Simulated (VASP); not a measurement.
Computed with PBEsol GGA, VASP's PBE PAW potentials (set 64) (plane waves; VASP).

The input files of a VASP run:

**POSCAR**
```
MnF2
1
    4.8456350298    -0.0000000000     0.0000000000
    0.0000000000     4.8456350298     0.0000000000
    0.0000000000     0.0000000000     3.2805017038
Mn F
2 4
Direct
  0.0000000000   0.0000000000   0.0000000000
  0.5000000000   0.5000000000   0.5000000000
  0.3035984941   0.3035984941   0.0000000000
  0.8035984941   0.1964015059   0.5000000000
  0.1964015059   0.8035984941   0.5000000000
  0.6964015059   0.6964015059   0.0000000000
```

### INCAR
```
! general
SYSTEM  = MnF2
PREC    = Accurate
ENCUT   = 520   ! plane-wave cut-off (eV)
LREAL   = .FALSE.   ! projection in real space or not
LASPH   = .TRUE.

! electronic loop
EDIFF   = 1E-7
NELM    = 100   ! most electronic steps
ALGO    = Normal   ! blocked Davidson
LMAXMIX = 4   ! l cut-off of mixed one-centre charges

! smearing
ISMEAR  = -5

! functional
GGA     = PS   ! PBEsol

! spin
ISPIN   = 2   ! spin-polarised
MAGMOM  = 4.5 -4.5 -0.0 2*0.0 -0.0

! ions
ISIF    = 2

! output
LWAVE   = .FALSE.
LCHARG  = .TRUE.
LORBIT  = 11
NEDOS   = 601

! other
LEFG    = .TRUE.
```

**KPOINTS**
```
Automatic mesh
0
G
  5 5 8
```

POTCAR, in this order: Mn_pv F (PBE.64 set). Program: vasp_std.

The resulting files:

### OUTCAR
```
 ion  position               nearest neighbor table
   1  0.000  0.000  0.000-   3 2.08   6 2.08   5 2.12   4 2.12   4 2.12   5 2.12
   2  0.500  0.500  0.500-   4 2.08   5 2.08   3 2.12   6 2.12   3 2.12   6 2.12
   3  0.304  0.304  0.000-   1 2.08   2 2.12   2 2.12
   4  0.804  0.196  0.500-   2 2.08   1 2.12   1 2.12
   5  0.196  0.804  0.500-   2 2.08   1 2.12   1 2.12
   6  0.696  0.696  0.000-   1 2.08   2 2.12   2 2.12
  LATTYP: Found a simple tetragonal cell.
 ALAT       =     4.8456350298
 C/A-ratio  =     0.6770014010
 Subroutine PRICEL returns:
 Original cell was already a primitive cell.
 Subroutine GETGRP returns: Found 16 space group operations
The static configuration has the point symmetry D_2h.
 The point group associated with its full space group is D_4h.
The dynamic configuration has the point symmetry D_2h.
The overall configuration has the point symmetry D_2h.
 Subroutine INISYM returns: Found 16 space group operations
 Subroutine IBZKPT returns following result:
 Found     30 irreducible k-points:

 Following reciprocal coordinates:
            Coordinates               Weight
  0.000000  0.000000  0.000000      1.000000
  0.200000  0.000000  0.000000      4.000000
  0.400000  0.000000  0.000000      4.000000
  0.200000  0.200000  0.000000      4.000000
  0.400000  0.200000  0.000000      8.000000
  0.400000  0.400000  0.000000      4.000000
  0.000000  0.000000  0.125000      2.000000
  0.200000  0.000000  0.125000      8.000000
  0.400000  0.000000  0.125000      8.000000
  0.200000  0.200000  0.125000      8.000000
  0.400000  0.200000  0.125000     16.000000
  0.400000  0.400000  0.125000      8.000000
  0.000000  0.000000  0.250000      2.000000
  0.200000  0.000000  0.250000      8.000000
  0.400000  0.000000  0.250000      8.000000
  0.200000  0.200000  0.250000      8.000000
  0.400000  0.200000  0.250000     16.000000
  0.400000  0.400000  0.250000      8.000000
  0.000000  0.000000  0.375000      2.000000
  0.200000  0.000000  0.375000      8.000000
  0.400000  0.000000  0.375000      8.000000
  0.200000  0.200000  0.375000      8.000000
  0.400000  0.200000  0.375000     16.000000
  0.400000  0.400000  0.375000      8.000000
  0.000000  0.000000  0.500000      1.000000
  0.200000  0.000000  0.500000      4.000000
  0.400000  0.000000  0.500000      4.000000
  0.200000  0.200000  0.500000      4.000000
  0.400000  0.200000  0.500000      8.000000
  0.400000  0.400000  0.500000      4.000000
   k-points           NKPTS =     30   k-points in BZ     NKDIM =     30   number of bands    NBANDS=     32
   number of dos      NEDOS =    601   number of ions     NIONS =      6
   total plane-waves  NPLWV =  31104
   dimension x,y,z NGX =    36 NGY =   36 NGZ =   24
   dimension x,y,z NGXF=    72 NGYF=   72 NGZF=   48
   ions per type =               2   4
   PREC   = accura    normal or accurate (medium, high low for compatibility)
   ISTART =      0    job   : 0-new  1-cont  2-samecut
   ICHARG =      2    charge: 1-file 2-atom 10-const
   ISPIN  =      2    spin polarized calculation?
   LNONCOLLINEAR =      F non collinear calculations
   LSORBIT =      F    spin-orbit coupling
   INIWAV =      1    electr: 0-lowe 1-rand  2-diag
   ENCUT  =  520.0 eV  38.22 Ry    6.18 a.u.   9.01  9.01  6.10*2*pi/ulx,y,z
   NELM   =    100;   NELMIN=  2; NELMDL= -5     # of ELM steps
   EDIFF  = 0.1E-06   stopping-criterion for ELM
   LREAL  =      F    real-space projection
   NLSPLINE    = F    spline interpolate recip. space projectors
   LMAXMIX     =    4 max onsite mixed and CHGCAR
   VOSKOWN=      0    Vosko Wilk Nusair interpolation
   EDIFFG = 0.1E-05   stopping-criterion for IOM
   NSW    =      0    number of steps for IOM
...
```

### OSZICAR
```
       N       E                     dE             d eps       ncg     rms          rms(c)
DAV:   1     0.710154070962E+03    0.71015E+03   -0.31558E+04  3944   0.192E+03
DAV:   2     0.282316989787E+02   -0.68192E+03   -0.65891E+03  4304   0.551E+02
DAV:   3    -0.420196285473E+02   -0.70251E+02   -0.69863E+02  4208   0.186E+02
DAV:   4    -0.438896930254E+02   -0.18701E+01   -0.18650E+01  4560   0.306E+01
DAV:   5    -0.439221748791E+02   -0.32482E-01   -0.32459E-01  4080   0.446E+00    0.205E+01
DAV:   6    -0.406408465674E+02    0.32813E+01   -0.23399E+01  4608   0.366E+01    0.154E+01
DAV:   7    -0.407463143166E+02   -0.10547E+00   -0.16732E+00  3976   0.100E+01    0.104E+01
DAV:   8    -0.405951185177E+02    0.15120E+00   -0.47133E-01  4008   0.619E+00    0.338E+00
DAV:   9    -0.407545258569E+02   -0.15941E+00   -0.11461E-01  4656   0.368E+00    0.873E-01
DAV:  10    -0.407600030516E+02   -0.54772E-02   -0.19366E-02  3928   0.918E-01    0.167E-01
DAV:  11    -0.407602214633E+02   -0.21841E-03   -0.69807E-04  4512   0.228E-01    0.630E-02
DAV:  12    -0.407603677914E+02   -0.14633E-03   -0.66414E-05  4152   0.659E-02    0.412E-02
DAV:  13    -0.407604073935E+02   -0.39602E-04   -0.38560E-05  4208   0.409E-02    0.164E-02
DAV:  14    -0.407604141448E+02   -0.67513E-05   -0.10769E-05  4416   0.245E-02    0.495E-03
DAV:  15    -0.407604142700E+02   -0.12522E-06   -0.51157E-07  3568   0.543E-03    0.212E-03
DAV:  16    -0.407604144654E+02   -0.19546E-06   -0.17580E-07  3152   0.276E-03    0.958E-04
DAV:  17    -0.407604144592E+02    0.62782E-08   -0.11931E-08  2272   0.927E-04
   1 F= -.40760414E+02 E0= -.40760414E+02  d E =0.000000E+00  mag=    -0.0000
```

**OUTCAR**
```
------------------------ aborting loop because EDIFF is reached ----------------------------------------
  FORCE on cell =-STRESS in cart. coord.  units (eV):
  Direction    XX          YY          ZZ          XY          YZ          ZX
  --------------------------------------------------------------------------------------
  Total        0.0923450      0.0923450      0.0314378     -0.0000000      0.0000000      0.0000000
  in kB        1.9208006      1.9208006      0.6539155     -0.0000000      0.0000000      0.0000000
  external PRESSURE =       1.4985055 kB  Pullay stress =       0.0000000 kB
  volume of cell :       77.03
      direct lattice vectors                 reciprocal lattice vectors
     4.845635030  0.000000000  0.000000000     0.206371300  0.000000000  0.000000000
     0.000000000  4.845635030  0.000000000     0.000000000  0.206371300  0.000000000
     0.000000000  0.000000000  3.280501704     0.000000000  0.000000000  0.304831422
 POSITION                                       TOTAL-FORCE (eV/Angst)
 -----------------------------------------------------------------------------------
      0.00000      0.00000      0.00000        -0.000000      0.000000      0.000000
      2.42282      2.42282      1.64025        -0.000000      0.000000      0.000000
      1.47113      1.47113      0.00000        -0.013352     -0.013352      0.000000
      3.89395      0.95169      1.64025        -0.013352      0.013352     -0.000000
      0.95169      3.89395      1.64025         0.013352     -0.013352      0.000000
      3.37451      3.37451      0.00000         0.013352      0.013352     -0.000000
 -----------------------------------------------------------------------------------
    total drift:                                0.000000      0.000000      0.000000
  FREE ENERGIE OF THE ION-ELECTRON SYSTEM (eV)
  ---------------------------------------------------
  free  energy   TOTEN  =       -40.7604144592 eV

  energy  without entropy=      -40.7604144592  energy(sigma->0) =      -40.76041446

 total charge

# of ion       s       p       d       tot
------------------------------------------
    1        0.169   6.155   4.969  11.293
    2        0.169   6.155   4.969  11.293
    3        1.733   4.352   0.000   6.085
    4        1.733   4.352   0.000   6.085
    5        1.733   4.352   0.000   6.085
    6        1.733   4.352   0.000   6.085
--------------------------------------------------
tot          7.270  29.718   9.937  46.925

 magnetization (x)

# of ion       s       p       d       tot
------------------------------------------
    1        0.017   0.017   4.483   4.517
    2       -0.017  -0.017  -4.483  -4.517
    3       -0.003  -0.024   0.000  -0.027
    4        0.003   0.024   0.000   0.027
    5        0.003   0.024   0.000   0.027
    6       -0.003  -0.024   0.000  -0.027
--------------------------------------------------
tot         -0.000   0.000  -0.000  -0.000

 Electric field gradients after diagonalization (V/A^2)
 (convention: |V_zz| > |V_xx| > |V_yy|)
----------------------------------------------------------------------
 ion       V_xx      V_yy      V_zz     asymmetry (V_yy - V_xx)/ V_zz
----------------------------------------------------------------------
   1     -12.597   -11.744    24.341       0.035
   2     -12.597   -11.744    24.341       0.035
   3      46.640    17.930   -64.570       0.445
   4      46.640    17.930   -64.570       0.445
   5      46.640    17.930   -64.570       0.445
   6      46.640    17.930   -64.570       0.445
```
(Selected blocks of OUTCAR.)

The compound is MnF2 in the rutile structure. It was relaxed first.
